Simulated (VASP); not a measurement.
Output of a VASP run:

File OSZICAR:
```
       N       E                     dE             d eps       ncg     rms          rms(c)
DAV:   1     0.413474225816E+03    0.41347E+03   -0.19298E+04   520   0.152E+03
DAV:   2     0.368804550343E+02   -0.37659E+03   -0.36822E+03   622   0.344E+02
DAV:   3    -0.162221211472E+02   -0.53103E+02   -0.52447E+02   630   0.136E+02
DAV:   4    -0.185191209428E+02   -0.22970E+01   -0.22913E+01   676   0.368E+01
DAV:   5    -0.185786291524E+02   -0.59508E-01   -0.59474E-01   686   0.516E+00    0.482E+00
DAV:   6    -0.175846553738E+02    0.99397E+00   -0.20651E+00   700   0.153E+01    0.324E+00
DAV:   7    -0.175322001217E+02    0.52455E-01   -0.73253E-01   762   0.485E+00    0.187E+00
DAV:   8    -0.175465888929E+02   -0.14389E-01   -0.91122E-02   686   0.248E+00    0.291E-01
DAV:   9    -0.175444999917E+02    0.20889E-02   -0.23623E-02   736   0.113E+00    0.147E-01
DAV:  10    -0.175451782680E+02   -0.67828E-03   -0.22634E-03   582   0.299E-01    0.552E-02
DAV:  11    -0.175452989014E+02   -0.12063E-03   -0.24883E-04   686   0.130E-01    0.143E-02
DAV:  12    -0.175453023156E+02   -0.34142E-05   -0.33058E-05   686   0.644E-02    0.893E-03
DAV:  13    -0.175453016133E+02    0.70240E-06   -0.33801E-06   630   0.104E-02    0.212E-03
DAV:  14    -0.175453016241E+02   -0.10805E-07   -0.78475E-07   632   0.797E-03
   1 F= -.18462745E+02 E0= -.18462745E+02  d E =-.336146E-17
```

**OUTCAR**
```
------------------------ aborting loop because EDIFF is reached ----------------------------------------
 Edisp (eV)   -0.91744
  FORCE on cell =-STRESS in cart. coord.  units (eV):
  Direction    XX          YY          ZZ          XY          YZ          ZX
  --------------------------------------------------------------------------------------
  Total      -1.41589    -1.41589    -1.41589     0.00000     0.00000    -0.00000
  in kB     -11.77282   -11.77282   -11.77282     0.00000     0.00000    -0.00000
  external pressure =      -11.77 kB  Pullay stress =        0.00 kB
  volume of cell :      192.69
      direct lattice vectors                 reciprocal lattice vectors
     5.775898756  0.000000000  0.000000000     0.173133229  0.000000000  0.000000000
     0.000000000  5.775898756  0.000000000     0.000000000  0.173133229  0.000000000
     0.000000000  0.000000000  5.775898756     0.000000000  0.000000000  0.173133229
 POSITION                                       TOTAL-FORCE (eV/Angst)
 -----------------------------------------------------------------------------------
      0.00000      0.00000      0.00000         0.000000      0.000000      0.000000
      2.88795      2.88795      2.88795         0.000000      0.000000      0.000000
      2.88795      0.00000      2.88795         0.000000      0.000000      0.000000
      0.00000      2.88795      2.88795         0.000000      0.000000      0.000000
      2.88795      2.88795      0.00000         0.000000      0.000000      0.000000
 -----------------------------------------------------------------------------------
    total drift:                                0.000000     -0.000000     -0.000000
  FREE ENERGIE OF THE ION-ELECTRON SYSTEM (eV)
  ---------------------------------------------------
  free  energy   TOTEN  =       -18.4627449720 eV

  energy  without entropy=      -18.4627449720  energy(sigma->0) =      -18.46274497
```
(Selected blocks of OUTCAR.)

**POSCAR**
```
CsPbCl3
1
    5.7758987558     0.0000000000     0.0000000000
    0.0000000000     5.7758987558     0.0000000000
    0.0000000000     0.0000000000     5.7758987558
Cs Pb Cl
1 1 3
Direct
  0.0000000000   0.0000000000   0.0000000000
  0.5000000000   0.5000000000   0.5000000000
  0.5000000000   0.0000000000   0.5000000000
  0.0000000000   0.5000000000   0.5000000000
  0.5000000000   0.5000000000   0.0000000000
```

Task: Write an INCAR and KPOINTS that could have produced this output.

Result: Several could match; the one computed here: the input of the run itself, PBE GGA with D3 dispersion (Becke-Johnson damping), plane waves, VASP's PBE PAW potentials (set 64).

INCAR:
```
! general
SYSTEM  = CsPbCl3
PREC    = Accurate
ENCUT   = 520
LREAL   = F
LASPH   = T

! electronic loop
EDIFF   = 1E-7
NELM    = 100
ALGO    = Normal
LMAXMIX = 4

! smearing
ISMEAR  = 0
SIGMA   = 0.05

! functional
GGA     = PE
IVDW    = 12

! ions
ISIF    = 2

! output
LWAVE   = F
LCHARG  = F
```

**KPOINTS**
```
Automatic mesh
0
Gamma
  4 4 4
0 0 0
```

POTCAR, in this order: Cs_sv Pb_d Cl (PBE.64 set). Program: vasp_std.

The compound is CsPbCl3 in the cubic perovskite structure, the ideal cubic form; the compound distorts at low or room temperature. This cell is one point of a volume scan, at 1.06 of the reference volume.
